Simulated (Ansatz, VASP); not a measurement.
# YbS in two plane-wave programs

Wanted: the spread between two codes on one cell, functional and k mesh. The cell is taken from a series of runs on this material, whose earlier steps may have relaxed, scaled, displaced or heated it; both programs get it as it stands.

Main program and level: Ansatz 0.2.0; plane waves, with VASP 6.6.1 beside it; relaxation of cell and atoms at PBEsol, DFT+U and zone-centre phonons at PBEsol, DFT+U.

**1. The structure**

It takes space group Fm-3m (No. 225, cubic). The conventional cell has a = 5.579 Å, b = 5.579 Å, c = 5.579 Å, α = 90.00°, β = 90.00°, γ = 90.00°. Nearest to Yb lie 6 S at 2.79 Å. S has 6 Yb at 2.79 Å nearest. Farther neighbours and most contacts between anions are not listed.

**2. VASP: relaxation of cell and atoms, PBEsol, DFT+U**

The relaxed volume is the usual yardstick between codes: in a stiff, nearly cubic crystal its relative difference is about their pressure difference at one cell divided by the bulk modulus.

Lines of VASP's logs that name or quote its potential files are left out, and so is its time.

INCAR reads:

```
SYSTEM = YbS
PREC = Accurate
ENCUT = 600
EDIFF = 1E-07
NELM = 200
ISMEAR = 0
SIGMA = 0.02
LREAL = .FALSE.
ALGO = Normal
GGA = PS
NBANDS = 21
LDAU = .TRUE.
LDAUTYPE = 2
LDAUL = 3 -1
LDAUU = 6 0
LDAUJ = 0 0
LDAUPRINT = 1
LASPH = .TRUE.
LMAXMIX = 6
LORBIT = 11
LWAVE = .FALSE.
LCHARG = .FALSE.
ISIF = 3
IBRION = 2
NSW = 80
EDIFFG = -0.005
GGA_COMPAT = .FALSE.
NELMIN = 4
EFERMI = MIDGAP
KPAR = 2
```

POSCAR reads:

```
YbS
1.0
    0.0000000000      2.7895910000      2.7895910000
    2.7895910000      0.0000000000      2.7895910000
    2.7895910000      2.7895910000      0.0000000000
Yb S
1 1
Direct
    0.5000000000      0.5000000000      0.5000000000
    0.0000000000      0.0000000000      0.0000000000
```

KPOINTS reads:

```
Automatic mesh
0
Gamma
10 10 10
0 0 0
```

Potentials, in the order of the species: Yb and S (PBE family, release 64).

The run is started by

```console
mpirun -np 2 vasp_std
```

Numbers of over 12 decimals in the logs are rounded to 6 here.

What it wrote:

```text
[banner, memory and clock lines left out]
running    2 mpi-ranks, on    1 nodes
 distrk:  each k-point on    1 cores,    2 groups
 distr:  one band on    1 cores,    1 groups

 POSCAR found type information on POSCAR YbS
 POSCAR found :  2 types and       2 ions
|                                                                             |
|               ----> ADVICE to this user running VASP <----                  |
|                                                                             |
|     You enforced a specific xc type in the INCAR file but a different       |
|     [... a line on the potential file left out ...]
|     I HOPE YOU KNOW WHAT YOU ARE DOING!                                     |
|                                                                             |

 LDA part: xc-table for (Slater+PW92), standard interpolation
 POSCAR, INCAR and KPOINTS ok, starting setup
 FFT: planning ... GRIDC
 FFT: planning ... GRID_SOFT
 FFT: planning ... GRID
 WAVECAR not read
 entering main loop
       N       E                     dE             d eps       ncg     rms          rms(c)
DAV:   1     0.184956802826E+03    0.18496E+03   -0.11466E+04  2711   0.101E+04
DAV:   2     0.178995864409E+02   -0.16706E+03   -0.15844E+03  2575   0.890E+02
DAV:   3    -0.803157668946E+01   -0.25931E+02   -0.25460E+02  2834   0.157E+02
DAV:   4    -0.119941127172E+02   -0.39625E+01   -0.39412E+01  3815   0.458E+01
DAV:   5    -0.124011211380E+02   -0.40701E+00   -0.40656E+00  3238   0.150E+01    0.254E+01
DAV:   6    -0.120924472710E+02    0.30867E+00   -0.72896E+00  2554   0.136E+02    0.240E+01
DAV:   7    -0.119098039764E+02    0.18264E+00   -0.39986E+00  2800   0.594E+01    0.132E+01
DAV:   8    -0.119088030234E+02    0.10010E-02   -0.56769E-01  3734   0.189E+01    0.125E+01
DAV:   9    -0.119631935707E+02   -0.54391E-01   -0.29271E-01  2482   0.203E+01    0.183E+01
DAV:  10    -0.119391220396E+02    0.24072E-01   -0.54775E-02  3639   0.566E+00    0.111E+01
DAV:  11    -0.119049185594E+02    0.34203E-01   -0.20401E-01  2442   0.154E+01    0.245E+00
DAV:  12    -0.119056285364E+02   -0.70998E-03   -0.10070E-02  3820   0.117E+00    0.382E+00
DAV:  13    -0.119055064049E+02    0.12213E-03   -0.40572E-04  3858   0.386E-01    0.228E+00
DAV:  14    -0.119054517502E+02    0.54655E-04   -0.27284E-04  3282   0.589E-01    0.287E-01
DAV:  15    -0.119054683372E+02   -0.16587E-04   -0.14934E-04  3911   0.234E-01    0.787E-01
DAV:  16    -0.119054668606E+02    0.14767E-05   -0.68109E-05  3679   0.167E-01    0.302E-01
DAV:  17    -0.119054643158E+02    0.25448E-05   -0.10448E-05  3253   0.105E-01    0.240E-01
DAV:  18    -0.119054640627E+02    0.25304E-06   -0.74381E-06  3599   0.580E-02    0.571E-02
DAV:  19    -0.119054640766E+02   -0.13880E-07   -0.12660E-06  2676   0.331E-02    0.168E-02
DAV:  20    -0.119054641114E+02   -0.34809E-07   -0.11323E-07  1607   0.559E-03
   1 F= -.11905464E+02 E0= -.11905464E+02  d E =-.119055E+02
[...]
2 F= -.11905775E+02 E0= -.11905775E+02  d E =-.310611E-03
[...]
3 F= -.11905834E+02 E0= -.11905834E+02  d E =-.369559E-03
 curvature:  -0.35 expect dE=-0.270E-05 dE for cont linesearch -0.270E-05
 ZBRENT: interpolating
 opt :   0.7265  next Energy=   -11.905837 (dE=-0.372E-03)
 bond charge predicted
       N       E                     dE             d eps       ncg     rms          rms(c)
DAV:   1    -0.119062497267E+02   -0.41606E-03   -0.29576E-03  2776   0.160E+00    0.874E-01
DAV:   2    -0.119061459459E+02    0.10378E-03   -0.86385E-03  2435   0.363E+00    0.764E-01
DAV:   3    -0.119058421657E+02    0.30378E-03   -0.21721E-03  2656   0.190E+00    0.395E-02
DAV:   4    -0.119058320028E+02    0.10163E-04   -0.74048E-05  3722   0.945E-02    0.196E-01
DAV:   5    -0.119058345347E+02   -0.25319E-05   -0.76693E-06  3202   0.816E-02    0.224E-01
DAV:   6    -0.119058349716E+02   -0.43683E-06   -0.13126E-05  3445   0.125E-01    0.490E-02
DAV:   7    -0.119058347834E+02    0.18814E-06   -0.30008E-06  3038   0.615E-02    0.793E-03
DAV:   8    -0.119058348611E+02   -0.77666E-07   -0.25666E-07  2416   0.319E-03
   4 F= -.11905835E+02 E0= -.11905835E+02  d E =-.370750E-03
 curvature:  -0.37 expect dE=-0.861E-07 dE for cont linesearch -0.861E-07
 trial: gam=-0.01357 g(F)=  0.665E-58 g(S)=  0.234E-06 ort = 0.170E-04 (trialstep = 0.945E+00)
 search vector abs. value=  0.144E-09
 reached required accuracy - stopping structural energy minimisation
```

OUTCAR, selected parts (step 2):

```text
ion  position               nearest neighbor table
   1  0.500  0.500  0.500-   2 2.79   2 2.79   2 2.79   2 2.79   2 2.79   2 2.79
   2  0.000  0.000  0.000-   1 2.79   1 2.79   1 2.79   1 2.79   1 2.79   1 2.79

  LATTYP: Found a face centered cubic cell.
 ALAT       =     5.5791820000

 Subroutine GETGRP returns: Found 48 space group operations
 (whereof 48 operations were pure point group operations)

The static configuration has the point symmetry O_h .

 Found     47 irreducible k-points:

   k-points           NKPTS =     47   k-points in BZ     NKDIM =     47   number of bands    NBANDS=     21

   dimension x,y,z NGX =    32 NGY =   32 NGZ =   32
   dimension x,y,z NGXF=    64 NGYF=   64 NGZF=   64

   ENCUT  =  600.0 eV  44.10 Ry    6.64 a.u.   7.88  7.88  7.88*2*pi/ulx,y,z

   NELECT =      30.0000    total number of electrons

 k-points in reciprocal lattice and weights: Automatic mesh
   0.00000000  0.00000000  0.00000000       0.001
   0.10000000  0.00000000  0.00000000       0.008
   0.20000000  0.00000000  0.00000000       0.008
   0.30000000  0.00000000  0.00000000       0.008
   0.40000000  0.00000000  0.00000000       0.008
   0.50000000  0.00000000  0.00000000       0.004
   0.10000000  0.10000000  0.00000000       0.006
   0.20000000  0.10000000  0.00000000       0.024
   0.30000000  0.10000000  0.00000000       0.024
[...]
-0.30000000  0.40000000  0.20000000       0.024
  -0.30000000  0.50000000  0.20000000       0.012

atom =   1  type =  1  l = 3

 onsite density matrix

spin component  1

  0.9872 -0.0000  0.0001 -0.0000 -0.0000 -0.0000  0.0000
 -0.0000  0.9855 -0.0000 -0.0000  0.0000  0.0000 -0.0000
  0.0001 -0.0000  0.9872 -0.0000 -0.0000  0.0000 -0.0000
 -0.0000 -0.0000 -0.0000  0.9873 -0.0000 -0.0000 -0.0000
 -0.0000  0.0000 -0.0000 -0.0000  0.9872 -0.0000 -0.0001
 -0.0000  0.0000  0.0000 -0.0000 -0.0000  0.9871  0.0000
  0.0000 -0.0000 -0.0000 -0.0000 -0.0001  0.0000  0.9872

spin component  2

 occupancies and eigenvectors

  o =  0.9855  v =  0.0000 -1.0000 -0.0000  0.0000  0.0000  0.0000 -0.0000  0.0000  0.0000  0.0000  0.0000  0.0000  0.0000  0.0000      0.0000  0.0000  0.0000  0.0000  0.0000  0.0000  0.0000  0.0000  0.0000  0.0000  0.0000  0.0000  0.0000  0.0000
  o =  0.9855  v =  0.0000  0.0000  0.0000  0.0000  0.0000  0.0000  0.0000  0.0000 -1.0000 -0.0000  0.0000  0.0000  0.0000 -0.0000      0.0000  0.0000  0.0000  0.0000  0.0000  0.0000  0.0000  0.0000  0.0000  0.0000  0.0000  0.0000  0.0000  0.0000
  o =  0.9871  v =  0.0000  0.0000  0.0000  0.0000  0.0000  0.0000  0.0000  0.6124  0.0000 -0.7906  0.0000  0.0000  0.0000 -0.0000      0.0000  0.0000  0.0000  0.0000  0.0000  0.0000  0.0000  0.0000  0.0000  0.0000  0.0000  0.0000  0.0000  0.0000
  o =  0.9871  v =  0.6124  0.0000 -0.7906  0.0000  0.0000  0.0000 -0.0000  0.0000  0.0000  0.0000  0.0000  0.0000  0.0000  0.0000      0.0000  0.0000  0.0000  0.0000  0.0000  0.0000  0.0000  0.0000  0.0000  0.0000  0.0000  0.0000  0.0000  0.0000
  o =  0.9871  v =  0.0000  0.0000 -0.0000  0.0000  0.5409  0.7293  0.4190  0.0000  0.0000  0.0000  0.0000  0.0000  0.0000  0.0000      0.0000  0.0000  0.0000  0.0000  0.0000  0.0000  0.0000  0.0000  0.0000  0.0000  0.0000  0.0000  0.0000  0.0000
  o =  0.9871  v =  0.0000  0.0000  0.0000  0.0000  0.0000  0.0000  0.0000  0.0000  0.0000 -0.0000  0.0000  0.5409  0.7293  0.4190      0.0000  0.0000  0.0000  0.0000  0.0000  0.0000  0.0000  0.0000  0.0000  0.0000  0.0000  0.0000  0.0000  0.0000
  o =  0.9871  v =  0.0000  0.0000  0.0000  0.0000  0.0000  0.0000  0.0000  0.0000  0.0000  0.0000  0.0000 -0.5765  0.6842 -0.4466      0.0000  0.0000  0.0000  0.0000  0.0000  0.0000  0.0000  0.0000  0.0000  0.0000  0.0000  0.0000  0.0000  0.0000
  o =  0.9871  v =  0.0000  0.0000  0.0000  0.0000 -0.5765  0.6842 -0.4466  0.0000  0.0000  0.0000  0.0000  0.0000  0.0000  0.0000      0.0000  0.0000  0.0000  0.0000  0.0000  0.0000  0.0000  0.0000  0.0000  0.0000  0.0000  0.0000  0.0000  0.0000
  o =  0.9873  v =  0.0000  0.0000  0.0000  0.9996 -0.0176 -0.0000  0.0227  0.0000  0.0000  0.0000  0.0000  0.0000  0.0000  0.0000      0.0000  0.0000  0.0000  0.0000  0.0000  0.0000  0.0000  0.0000  0.0000  0.0000  0.0000  0.0000  0.0000  0.0000
  o =  0.9873  v =  0.0000  0.0000  0.0000  0.0000  0.0000  0.0000  0.0000  0.0000  0.0000  0.0000  0.9996 -0.0176 -0.0000  0.0227      0.0000  0.0000  0.0000  0.0000  0.0000  0.0000  0.0000  0.0000  0.0000  0.0000  0.0000  0.0000  0.0000  0.0000
  o =  0.9873  v = -0.7906  0.0000 -0.6124  0.0000  0.0000  0.0000 -0.0000  0.0000  0.0000  0.0000  0.0000  0.0000  0.0000  0.0000      0.0000  0.0000  0.0000  0.0000  0.0000  0.0000  0.0000  0.0000  0.0000  0.0000  0.0000  0.0000  0.0000  0.0000
  o =  0.9873  v =  0.0000  0.0000  0.0000  0.0000  0.0000  0.0000  0.0000 -0.7906  0.0000 -0.6124  0.0000  0.0000  0.0000 -0.0000      0.0000  0.0000  0.0000  0.0000  0.0000  0.0000  0.0000  0.0000  0.0000  0.0000  0.0000  0.0000  0.0000  0.0000
  o =  0.9873  v =  0.0000 -0.0000 -0.0000 -0.0287 -0.6121 -0.0000  0.7902  0.0000  0.0000  0.0000  0.0000  0.0000  0.0000  0.0000      0.0000  0.0000  0.0000  0.0000  0.0000  0.0000  0.0000  0.0000  0.0000  0.0000  0.0000  0.0000  0.0000  0.0000
  o =  0.9873  v =  0.0000  0.0000  0.0000  0.0000  0.0000  0.0000  0.0000  0.0000 -0.0000 -0.0000 -0.0287 -0.6121 -0.0000  0.7902      0.0000  0.0000  0.0000  0.0000  0.0000  0.0000  0.0000  0.0000  0.0000  0.0000  0.0000  0.0000  0.0000  0.0000

 average (electrostatic) potential at core
       1 -30.7354       2 -87.5920

 E-fermi :   3.8110

 k-point     1 :       0.0000    0.0000    0.0000
  band No.  band energies     occupation
    ...
     11       3.2000      2.00000
     12       3.2000      2.00000
     13       3.6925      2.00000
     14       3.6925      2.00000
     15       3.6925      2.00000
     16       6.0120      0.00000
     17       6.3206      0.00000
     18       6.3206      0.00000
     19       6.3206      0.00000
     20       7.3931      0.00000
    ...

 k-point     2 :       0.1000    0.0000    0.0000
  band No.  band energies     occupation
    ...
     11       3.1877      2.00000
     12       3.2003      2.00000
     13       3.5063      2.00000
     14       3.5721      2.00000
     15       3.5721      2.00000
     16       6.2391      0.00000
     17       6.5400      0.00000
     18       6.5400      0.00000
     19       6.7529      0.00000
     20       7.7915      0.00000
    ...

 k-point     3 :       0.2000    0.0000    0.0000
  band No.  band energies     occupation
    ...
     11       3.1589      2.00000
     12       3.2012      2.00000
     13       3.3122      2.00000
     14       3.3722      2.00000
     15       3.3722      2.00000
     16       6.3375      0.00000
     17       7.1205      0.00000
     18       7.1205      0.00000
     19       8.0628      0.00000
     20       8.8256      0.00000
    ...

 k-point     4 :       0.3000    0.0000    0.0000
  band No.  band energies     occupation
    ...
     11       3.1277      2.00000
     12       3.2024      2.00000
     13       3.2230      2.00000
     14       3.2375      2.00000
     15       3.2375      2.00000
     16       6.6371      0.00000
     17       7.9936      0.00000
     18       7.9936      0.00000
     19       9.3189      0.00000
     20      10.1898      0.00000
    ...

 k-point     5 :       0.4000    0.0000    0.0000
  band No.  band energies     occupation
    ...
     11       3.1038      2.00000
     12       3.1725      2.00000
     13       3.1725      2.00000
     14       3.1981      2.00000
     15       3.2033      2.00000
     16       7.1726      0.00000
     17       9.0734      0.00000
     18       9.0734      0.00000
     19       9.5900      0.00000
     20      11.4219      0.00000
    ...

 k-point     6 :       0.5000    0.0000    0.0000
  band No.  band energies     occupation
    ...
     11       3.0946      2.00000
     12       3.1544      2.00000
     13       3.1544      2.00000
     14       3.1955      2.00000
     15       3.2037      2.00000
     16       7.5851      0.00000
     17       9.2161      0.00000
     18       9.8346      0.00000
     19       9.8346      0.00000
     20      11.4483      0.00000
    ...

  Total       -0.0017983     -0.0017983     -0.0017983      0.0000000      0.0000000     -0.0000000
  in kB       -0.0668218     -0.0668218     -0.0668218      0.0000000      0.0000000     -0.0000000
  external PRESSURE =      -0.0668218 kB  Pullay stress =       0.0000000 kB

  energy-cutoff  :      600.00
  volume of cell :       43.12
      direct lattice vectors                 reciprocal lattice vectors
     0.000000000  2.783202450  2.783202450    -0.179649166  0.179649166  0.179649166
     2.783202450  0.000000000  2.783202450     0.179649166 -0.179649166  0.179649166
     2.783202450  2.783202450  0.000000000     0.179649166  0.179649166 -0.179649166

 POSITION                                       TOTAL-FORCE (eV/Angst)
 -----------------------------------------------------------------------------------
      2.78320      2.78320      2.78320        -0.000000      0.000000      0.000000
      5.56640      5.56640      5.56640         0.000000     -0.000000     -0.000000
 -----------------------------------------------------------------------------------
    total drift:                                0.000000     -0.000000      0.000000

  FREE ENERGIE OF THE ION-ELECTRON SYSTEM (eV)
  ---------------------------------------------------
  free  energy   TOTEN  =       -11.9058348611 eV

  energy  without entropy=      -11.9058348611  energy(sigma->0) =      -11.90583486

 reached required accuracy - stopping structural energy minimisation

 total charge
# of ion       s       p       d       f       tot
--------------------------------------------------
    1        2.104   6.081   0.347  13.807  22.338
    2        1.308   2.463   0.000   0.000   3.770
--------------------------------------------------
tot          3.411   8.544   0.347  13.807  26.109
```

CONTCAR:

```
YbS
   1.00000000000000
     0.0000000000000000    2.7832024495060876    2.7832024495060876
     2.7832024495060876    0.0000000000000000    2.7832024495060876
     2.7832024495060876    2.7832024495060876    0.0000000000000000
  Yb              S
     1     1
Direct
     0.5000000000000000    0.5000000000000000    0.5000000000000000
     1.0000000000000000    1.0000000000000000    1.0000000000000000
```

This run has no spin polarisation, so a moment on Yb, if there is one, isn't seen. DFT+U on an f shell has many metastable occupations, and no search among them was made.

(Part 1 of 2 ends here.)

[Lines on the potential files, build, host, timing and source positions are cut from VASP's logs without a mark.]

[Logs are printed without paths, hosts, clocks, repeated set-up lines and the standing remarks that a program may print on its own settings, such as how far it seeks lower states.]

[Hosts, paths, dates, database ids (printed as entryN), source tags and the programs' standing remarks are cut or masked in the printed files.]
